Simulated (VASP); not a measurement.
Calculation: revPBE GGA, VASP's PBE PAW potentials (set 64) (plane waves; VASP).

VASP input:

**KPOINTS**
```
Automatic mesh
0
Gamma
9 9 9
0 0 0
```

POSCAR:
```
Ni3Fe
1
    3.4998687568     0.0000000000     0.0000000000
    0.0000000000     3.4998687568     0.0000000000
    0.0000000000     0.0000000000     3.4998687568
Fe Ni
1 3
Direct
  0.0000000000   0.0000000000   0.0000000000
  0.0000000000   0.5000000000   0.5000000000
  0.5000000000   0.0000000000   0.5000000000
  0.5000000000   0.5000000000   0.0000000000
```

INCAR:
```
SYSTEM = Ni3Fe
PREC = Accurate; ENCUT = 520; LREAL = .False.
LASPH = .True.
EDIFF = 1E-7; NELM = 100; ALGO = Normal
LMAXMIX = 4
ISMEAR = 1; SIGMA = 0.1
GGA = RE
MAGMOM = 3.0 3*0.7
ISPIN = 2
ISIF = 2
LWAVE = .False.; LCHARG = .False.; LORBIT = 10
```

POTCAR, in this order: Fe Ni (PBE.64 set). Program: vasp_std.

The run wrote:

### OUTCAR
```
 ion  position               nearest neighbor table
   1  0.000  0.000  0.000-   2 2.47   3 2.47   4 2.47   2 2.47   3 2.47   2 2.47   4 2.47   2 2.47
                             3 2.47   4 2.47   3 2.47   4 2.47
   2  0.000  0.500  0.500-   1 2.47   3 2.47   4 2.47   1 2.47   4 2.47   1 2.47   3 2.47   1 2.47
                             3 2.47   4 2.47   4 2.47   3 2.47
   3  0.500  0.000  0.500-   1 2.47   2 2.47   4 2.47   1 2.47   4 2.47   2 2.47   4 2.47   4 2.47
                             1 2.47   2 2.47   1 2.47   2 2.47
   4  0.500  0.500  0.000-   1 2.47   2 2.47   3 2.47   2 2.47   3 2.47   1 2.47   3 2.47   3 2.47
                             1 2.47   2 2.47   2 2.47   1 2.47
  LATTYP: Found a simple cubic cell.
 ALAT       =     3.4998687568
 Subroutine PRICEL returns:
 Original cell was already a primitive cell.
 Subroutine GETGRP returns: Found 48 space group operations
The static configuration has the point symmetry O_h .
The dynamic configuration has the point symmetry O_h .
The overall configuration has the point symmetry O_h .
 Subroutine INISYM returns: Found 48 space group operations
 Subroutine IBZKPT returns following result:
 Found     35 irreducible k-points:

 Following reciprocal coordinates:
            Coordinates               Weight
  0.000000  0.000000  0.000000      1.000000
  0.111111  0.000000  0.000000      6.000000
  0.222222  0.000000  0.000000      6.000000
  0.333333  0.000000  0.000000      6.000000
  0.444444  0.000000  0.000000      6.000000
  0.111111  0.111111  0.000000     12.000000
  0.222222  0.111111  0.000000     24.000000
  0.333333  0.111111  0.000000     24.000000
  0.444444  0.111111  0.000000     24.000000
  0.222222  0.222222  0.000000     12.000000
  0.333333  0.222222  0.000000     24.000000
  0.444444  0.222222  0.000000     24.000000
  0.333333  0.333333  0.000000     12.000000
  0.444444  0.333333  0.000000     24.000000
  0.444444  0.444444  0.000000     12.000000
  0.111111  0.111111  0.111111      8.000000
  0.222222  0.111111  0.111111     24.000000
  0.333333  0.111111  0.111111     24.000000
  0.444444  0.111111  0.111111     24.000000
  0.222222  0.222222  0.111111     24.000000
  0.333333  0.222222  0.111111     48.000000
  0.444444  0.222222  0.111111     48.000000
  0.333333  0.333333  0.111111     24.000000
  0.444444  0.333333  0.111111     48.000000
  0.444444  0.444444  0.111111     24.000000
  0.222222  0.222222  0.222222      8.000000
  0.333333  0.222222  0.222222     24.000000
  0.444444  0.222222  0.222222     24.000000
  0.333333  0.333333  0.222222     24.000000
  0.444444  0.333333  0.222222     48.000000
  0.444444  0.444444  0.222222     24.000000
  0.333333  0.333333  0.333333      8.000000
  0.444444  0.333333  0.333333     24.000000
  0.444444  0.444444  0.333333     24.000000
  0.444444  0.444444  0.444444      8.000000
   k-points           NKPTS =     35   k-points in BZ     NKDIM =     35   number of bands    NBANDS=     26
   number of dos      NEDOS =    301   number of ions     NIONS =      4
   total plane-waves  NPLWV =  21952
   dimension x,y,z NGX =    28 NGY =   28 NGZ =   28
   dimension x,y,z NGXF=    56 NGYF=   56 NGZF=   56
   ions per type =               1   3
   PREC   = accura    normal or accurate (medium, high low for compatibility)
   ISTART =      0    job   : 0-new  1-cont  2-samecut
   ICHARG =      2    charge: 1-file 2-atom 10-const
   ISPIN  =      2    spin polarized calculation?
   LNONCOLLINEAR =      F non collinear calculations
   LSORBIT =      F    spin-orbit coupling
   INIWAV =      1    electr: 0-lowe 1-rand  2-diag
   ENCUT  =  520.0 eV  38.22 Ry    6.18 a.u.   6.51  6.51  6.51*2*pi/ulx,y,z
   NELM   =    100;   NELMIN=  2; NELMDL= -5     # of ELM steps
   EDIFF  = 0.1E-06   stopping-criterion for ELM
   LREAL  =      F    real-space projection
...
```

OSZICAR:
```
       N       E                     dE             d eps       ncg     rms          rms(c)
DAV:   1     0.247948175520E+03    0.24795E+03   -0.17376E+04  3744   0.207E+03
DAV:   2    -0.128185278092E+02   -0.26077E+03   -0.25106E+03  3648   0.365E+02
DAV:   3    -0.270012860511E+02   -0.14183E+02   -0.13466E+02  3740   0.117E+02
DAV:   4    -0.271770707528E+02   -0.17578E+00   -0.17552E+00  3934   0.140E+01
DAV:   5    -0.271821856360E+02   -0.51149E-02   -0.51145E-02  5112   0.189E+00    0.208E+01
DAV:   6    -0.244870110794E+02    0.26952E+01   -0.32884E+01  3832   0.930E+01    0.192E+01
DAV:   7    -0.274586724105E+02   -0.29717E+01   -0.20644E+01  4242   0.116E+02    0.261E+01
DAV:   8    -0.232160282607E+02    0.42426E+01   -0.14827E+01  4584   0.545E+01    0.559E+00
DAV:   9    -0.233408353469E+02   -0.12481E+00   -0.57859E-01  4234   0.922E+00    0.328E+00
DAV:  10    -0.233119611581E+02    0.28874E-01   -0.95514E-02  4826   0.829E+00    0.153E+00
DAV:  11    -0.233101074627E+02    0.18537E-02   -0.36316E-02  5366   0.243E+00    0.103E+00
DAV:  12    -0.233126422758E+02   -0.25348E-02   -0.67568E-03  4512   0.207E+00    0.254E-01
DAV:  13    -0.233128183091E+02   -0.17603E-03   -0.18008E-03  5218   0.629E-01    0.777E-02
DAV:  14    -0.233128694965E+02   -0.51187E-04   -0.18649E-04  4254   0.149E-01    0.848E-02
DAV:  15    -0.233128641568E+02    0.53397E-05   -0.56966E-05  4472   0.220E-01    0.149E-02
DAV:  16    -0.233128634142E+02    0.74256E-06   -0.12292E-05  4620   0.419E-02    0.142E-02
DAV:  17    -0.233128632386E+02    0.17562E-06   -0.94248E-07  4226   0.193E-02    0.478E-03
DAV:  18    -0.233128629455E+02    0.29308E-06   -0.22154E-07  2510   0.897E-03    0.233E-03
DAV:  19    -0.233128630046E+02   -0.59031E-07   -0.12839E-07  2056   0.465E-03
   1 F= -.23312863E+02 E0= -.23312065E+02  d E =-.239288E-02  mag=     4.6150
```

File OUTCAR:
```
------------------------ aborting loop because EDIFF is reached ----------------------------------------
  FORCE on cell =-STRESS in cart. coord.  units (eV):
  Direction    XX          YY          ZZ          XY          YZ          ZX
  --------------------------------------------------------------------------------------
  Total        3.1858947      3.1858947      3.1858947      0.0000000     -0.0000000      0.0000000
  in kB      119.0657138    119.0657138    119.0657138      0.0000000     -0.0000000      0.0000000
  external PRESSURE =     119.0657138 kB  Pullay stress =       0.0000000 kB
  volume of cell :       42.87
      direct lattice vectors                 reciprocal lattice vectors
     3.499868757  0.000000000  0.000000000     0.285725000  0.000000000  0.000000000
     0.000000000  3.499868757  0.000000000     0.000000000  0.285725000  0.000000000
     0.000000000  0.000000000  3.499868757     0.000000000  0.000000000  0.285725000
 POSITION                                       TOTAL-FORCE (eV/Angst)
 -----------------------------------------------------------------------------------
      0.00000      0.00000      0.00000         0.000000      0.000000      0.000000
      0.00000      1.74993      1.74993         0.000000      0.000000      0.000000
      1.74993      0.00000      1.74993         0.000000      0.000000      0.000000
      1.74993      1.74993      0.00000         0.000000      0.000000      0.000000
 -----------------------------------------------------------------------------------
    total drift:                                0.000000      0.000000      0.000000
  FREE ENERGIE OF THE ION-ELECTRON SYSTEM (eV)
  ---------------------------------------------------
  free  energy   TOTEN  =       -23.3128630046 eV

  energy  without entropy=      -23.3104701269  energy(sigma->0) =      -23.31206538

 total charge

# of ion       s       p       d       tot
------------------------------------------
    1        0.489   0.533   6.140   7.161
    2        0.518   0.542   8.342   9.403
    3        0.518   0.542   8.342   9.403
    4        0.518   0.542   8.342   9.403
--------------------------------------------------
tot          2.044   2.159  31.167  35.370

 magnetization (x)

# of ion       s       p       d       tot
------------------------------------------
    1        0.010  -0.003   2.852   2.860
    2       -0.017  -0.048   0.656   0.591
    3       -0.017  -0.048   0.656   0.591
    4       -0.017  -0.048   0.656   0.591
--------------------------------------------------
tot         -0.040  -0.147   4.820   4.634
```
(Selected blocks of OUTCAR.)

The compound is Ni3Fe in the L1_2 structure. This cell is one point of a volume scan, at 0.94 of the reference volume.
